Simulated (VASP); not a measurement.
# MnSiSe3 (Pm-3m) in VASP: a series of runs

One crystal, MnSiSe3, is run at these levels: LDA, PBE; tasks: band structure.

All numbers are computed with VASP 6.6.1; they aren't measurements. Logs are shortened: lines on timing, memory, paths and dates and some standing lists are left out, and cuts for length are marked.

## (1) The crystal as given

It takes space group Pm-3m (No. 221, cubic). The conventional cell has a = 4.834 Å, b = 4.834 Å, c = 4.834 Å, α = 90.00°, β = 90.00°, γ = 90.00°. Mn (site symmetry m-3m) is surrounded by 12 Se at 3.42 Å. Si (site symmetry m-3m) has 6 Se at 2.42 Å as nearest neighbours. Se (site symmetry 4/mmm) is surrounded by 2 Si at 2.42 Å.

The cell was built by a generator and needn't be a form met in nature.

## (2) Band structure, LDA, collinear spin, ferromagnetic start

File INCAR:

```
SYSTEM = MnSiSe3
PREC = Accurate
ENCUT = 520
EDIFF = 1E-7
ISMEAR = -1
SIGMA = 0.05
LREAL = .False.
LASPH = .True.
NELM = 150
ALGO = Normal
ISIF = 2
LWAVE = .False.
LCHARG = .False.
ISPIN = 2
MAGMOM = 4 0 0 0 0
LORBIT = 11
LMAXMIX = 4
NBANDS = 30
```

File KPOINTS:

```
regular mesh
0
Gamma
  5 5 5
  0 0 0
```

File POSCAR:

```
MnSiSe3
1.0
    4.8341200000      0.0000000000      0.0000000000
    0.0000000000      4.8341200000      0.0000000000
    0.0000000000      0.0000000000      4.8341200000
Mn Si Se
1 1 3
Direct
    0.0000000000      0.0000000000      0.0000000000
    0.5000000000      0.5000000000      0.5000000000
    0.0000000000      0.5000000000      0.5000000000
    0.5000000000      0.0000000000      0.5000000000
    0.5000000000      0.5000000000      0.0000000000
```

File KPOINTS_OPT:

```
path GXMGRX,MR
10
line-mode
reciprocal
 0.0000000000  0.0000000000  0.0000000000  G
 0.0000000000  0.5000000000  0.0000000000  X

 0.0000000000  0.5000000000  0.0000000000  X
 0.5000000000  0.5000000000  0.0000000000  M

 0.5000000000  0.5000000000  0.0000000000  M
 0.0000000000  0.0000000000  0.0000000000  G

 0.0000000000  0.0000000000  0.0000000000  G
 0.5000000000  0.5000000000  0.5000000000  R

 0.5000000000  0.5000000000  0.5000000000  R
 0.0000000000  0.5000000000  0.0000000000  X

 0.5000000000  0.5000000000  0.0000000000  M
 0.5000000000  0.5000000000  0.5000000000  R
```

Potentials or basis: VASP PAW LDA potentials, release 64 (Mn_pv, Si, Se).

Launch:

```bash
cat potpaw_LDA.64/Mn_pv/POTCAR potpaw_LDA.64/Si/POTCAR potpaw_LDA.64/Se/POTCAR > POTCAR
mpirun -np 1 vasp_std > vasp.out
```

OUTCAR:

```text
SYSTEM = MnSiSe3
   PREC = Accurate
   ENCUT = 520
   EDIFF = 1E-7
   ISMEAR = -1
   LREAL = .False.
   LASPH = .True.
   NELM = 150
   ISIF = 2
   ISPIN = 2
   LORBIT = 11

 ion  position               nearest neighbor table
   1  0.000  0.000  0.000-
   2  0.500  0.500  0.500-   3 2.42   4 2.42   5 2.42   5 2.42   4 2.42   3 2.42
   3  0.000  0.500  0.500-   2 2.42   2 2.42
   4  0.500  0.000  0.500-   2 2.42   2 2.42
   5  0.500  0.500  0.000-   2 2.42   2 2.42

  LATTYP: Found a simple cubic cell.
 ALAT       =     4.8341200000

  Lattice vectors:

 A1 = (   4.8341200000,   0.0000000000,   0.0000000000)
 A2 = (   0.0000000000,   4.8341200000,   0.0000000000)
 A3 = (   0.0000000000,   0.0000000000,   4.8341200000)

Analysis of symmetry for initial positions (statically):
=====================================================================
 Subroutine PRICEL returns:
 Original cell was already a primitive cell.

 Routine SETGRP: Setting up the symmetry group for a
 simple cubic supercell.

 Subroutine GETGRP returns: Found 48 space group operations
 (whereof 48 operations were pure point group operations)
 out of a pool of 48 trial point group operations.

The static configuration has the point symmetry O_h .

Analysis of symmetry for dynamics (positions and initial velocities):
=====================================================================
 Subroutine PRICEL returns:
 Original cell was already a primitive cell.

 Routine SETGRP: Setting up the symmetry group for a
 simple cubic supercell.

 Subroutine GETGRP returns: Found 48 space group operations
 (whereof 48 operations were pure point group operations)
 out of a pool of 48 trial point group operations.

The dynamic configuration has the point symmetry O_h .

Analysis of structural, dynamic, and magnetic symmetry:
=====================================================================
 Subroutine PRICEL returns:
 Original cell was already a primitive cell.

 Routine SETGRP: Setting up the symmetry group for a
 simple cubic supercell.

 Subroutine GETGRP returns: Found 48 space group operations
 (whereof 48 operations were pure point group operations)
 out of a pool of 48 trial point group operations.

The overall configuration has the point symmetry O_h .

 Subroutine INISYM returns: Found 48 space group operations
 (whereof 48 operations are pure point group operations),
 and found     1 'primitive' translations

[... 115 lines left out ...]
   LRPA    =     F    only Hartree local field effects (RPA)
 spin polarized calculation
  energy-cutoff  :      520.00
  volume of cell :      112.97
 maximum number of plane-waves:      3060
 NGX is ok and might be reduce to    36
   NGX = 17   NGY = 17   NGZ = 17

 number of electron      35.0000026 magnetization       5.1852721

 Free energy of the ion-electron system (eV)
  ---------------------------------------------------
  ext. energy  EPLUGINS =         0.00000000
  ---------------------------------------------------
  free energy    TOTEN  =       -25.61666969 eV

  energy without entropy =      -25.59414654  energy(sigma->0) =      -25.60540812

 E-fermi :   4.2711     XC(G=0):  -9.9213

 val. band max:        4.0819047432   @ k =   0.4000   0.2000   0.0000
 cond. band min:       4.3062715137   @ k =   0.4000   0.2000   0.0000
 fundamental gap:      0.2243667704
 Fermi energy:         4.2711288960

 spin component 1

 k-point     1 :       0.0000    0.0000    0.0000
  band No.  band energies     occupation
      1     -46.1734      1.00000
      2     -46.1734      1.00000
      3     -46.1734      1.00000
      4     -10.7225      1.00000
      5      -7.7903      1.00000
      6      -7.7903      1.00000
[... 309 lines left out ...]
     28      10.6449      0.00000
     29      13.0835      0.00000
 Fermi energy:         4.2711288960

 spin component 2

 k-point     1 :       0.0000    0.0000    0.0000
  band No.  band energies     occupation
      1     -41.8454      1.00000
      2     -41.8454      1.00000
      3     -41.8454      1.00000
      4     -10.6428      1.00000
      5      -7.7132      1.00000
      6      -7.7132      1.00000
[... 309 lines left out ...]
     28      11.3259      0.00000
     29      13.4532      0.00000
 [bands above 29 left out]

------------------------ aborting loop because EDIFF is reached ----------------------------------------

  FORCE on cell =-STRESS in cart. coord.  units (eV):
  Direction    XX          YY          ZZ          XY          YZ          ZX
  --------------------------------------------------------------------------------------
  -------------------------------------------------------------------------------------
  Total       -2.9277133     -2.9277133     -2.9277133      0.0000000      0.0000000      0.0000000
  in kB      -41.5228208    -41.5228208    -41.5228208      0.0000000      0.0000000      0.0000000
  external PRESSURE =     -41.5228208 kB  Pullay stress =       0.0000000 kB

 VOLUME and BASIS-vectors are now :
 -----------------------------------------------------------------------------
  energy-cutoff  :      520.00
  volume of cell :      112.97
      direct lattice vectors                 reciprocal lattice vectors
     4.834120000  0.000000000  0.000000000     0.206862883  0.000000000  0.000000000
     0.000000000  4.834120000  0.000000000     0.000000000  0.206862883  0.000000000
     0.000000000  0.000000000  4.834120000     0.000000000  0.000000000  0.206862883

 POSITION                                       TOTAL-FORCE (eV/Angst)
 -----------------------------------------------------------------------------------
      0.00000      0.00000      0.00000         0.000000      0.000000      0.000000
      2.41706      2.41706      2.41706         0.000000      0.000000      0.000000
      0.00000      2.41706      2.41706         0.000000      0.000000      0.000000
      2.41706      0.00000      2.41706         0.000000      0.000000      0.000000
      2.41706      2.41706      0.00000         0.000000      0.000000      0.000000
 -----------------------------------------------------------------------------------
    total drift:                                0.000000      0.000000      0.000000

  FREE ENERGIE OF THE ION-ELECTRON SYSTEM (eV)
  ---------------------------------------------------
  free  energy   TOTEN  =       -25.6166696864 eV

  energy  without entropy=      -25.5941465448  energy(sigma->0) =      -25.60540812

 total charge

# of ion       s       p       d       tot
------------------------------------------
    1        0.187   6.044   4.895  11.126
    2        0.801   0.729   0.000   1.531
    3        1.483   2.295   0.041   3.820
    4        1.483   2.295   0.041   3.820
    5        1.483   2.295   0.041   3.820
--------------------------------------------------
tot          5.438  13.659   5.019  24.116

 magnetization (x)

# of ion       s       p       d       tot
------------------------------------------
    1        0.068   0.013   4.338   4.419
    2        0.015   0.018   0.000   0.032
    3        0.004   0.058   0.003   0.065
    4        0.004   0.058   0.003   0.065
    5        0.004   0.058   0.003   0.065
--------------------------------------------------
tot          0.094   0.205   4.349   4.647
```

stdout:

```text
POSCAR found type information on POSCAR MnSiSe
 POSCAR found :  3 types and       5 ions
 scaLAPACK will be used
 LDA part: xc-table for (Slater(with rela. corr.)+CA(PZ))
 , standard interpolation
 POSCAR, INCAR and KPOINTS ok, starting setup
 FFT: planning ... GRIDC
 FFT: planning ... GRID_SOFT
 FFT: planning ... GRID
 WAVECAR not read
 entering main loop
 Start KPOINTS_OPT (optional k-point list driver)
k-point batch [1-10\60]
k-point batch [11-20\60]
k-point batch [21-30\60]
k-point batch [31-40\60]
k-point batch [41-50\60]
k-point batch [51-60\60]
```

Wall time 2.2 min (1 thread of Intel Xeon Platinum 8488C (Sapphire Rapids), shared host); peak memory 0.27 GiB.

Results:

```yaml
Free_energy: -25.6167 eV
Pressure: -4.2 GPa
Band_gap_along_the_path: none (metal or under the smearing width)
Net_moment: 5.19 μB per cell
Site_moments: Mn +4.42; Si +0.03; Se +0.07 μB
Valence_electrons_inside_the_program's_atomic_spheres: Mn 11.13; Si 1.53; Se 3.82
```

Levels at the corners of the path, in eV from the Fermi level:
Spin up:
| point | band 18 | band 19 | band 20 | band 21 | band 22 | band 23 |
| --- | --- | --- | --- | --- | --- | --- |
| Γ | -1.01 | -0.97 | -0.97 | -0.97 | -0.26 | 4.63 |
| X | -1.17 | -0.56 | -0.56 | 0.75 | 0.91 | 3.55 |
| X | -1.17 | -0.56 | -0.56 | 0.75 | 0.91 | 3.55 |
| M | -1.57 | -1.57 | 0.73 | 1.49 | 2.08 | 2.08 |
| M | -1.57 | -1.57 | 0.73 | 1.49 | 2.08 | 2.08 |
| Γ | -1.01 | -0.97 | -0.97 | -0.97 | -0.26 | 4.63 |
| Γ | -1.01 | -0.97 | -0.97 | -0.97 | -0.26 | 4.63 |
| R | -1.07 | 0.68 | 0.68 | 0.68 | 1.82 | 1.82 |
| R | -1.07 | 0.68 | 0.68 | 0.68 | 1.82 | 1.82 |
| X | -1.17 | -0.56 | -0.56 | 0.75 | 0.91 | 3.55 |
| M | -1.57 | -1.57 | 0.73 | 1.49 | 2.08 | 2.08 |
| R | -1.07 | 0.68 | 0.68 | 0.68 | 1.82 | 1.82 |
Spin down:
```tsv
point	band 13	band 14	band 15	band 16	band 17	band 18
Γ	-0.92	-0.82	-0.82	-0.82	0.48	0.48
X	-1.91	-1.04	-1.04	0.59	0.62	0.89
X	-1.91	-1.04	-1.04	0.59	0.62	0.89
M	-2.29	-1.51	0.23	0.59	0.66	1.14
M	-2.29	-1.51	0.23	0.59	0.66	1.14
Γ	-0.92	-0.82	-0.82	-0.82	0.48	0.48
Γ	-0.92	-0.82	-0.82	-0.82	0.48	0.48
R	0.01	0.67	0.67	0.67	0.76	0.76
R	0.01	0.67	0.67	0.67	0.76	0.76
X	-1.91	-1.04	-1.04	0.59	0.62	0.89
M	-2.29	-1.51	0.23	0.59	0.66	1.14
R	0.01	0.67	0.67	0.67	0.76	0.76
```

Caveat: a cell with one magnetic atom can't hold antiferromagnetic order, which such compounds often take; semilocal functionals often make such compounds metallic where correlation or magnetic order opens a gap, which also shifts bond lengths.

(Part 1 of 2 ends here.)
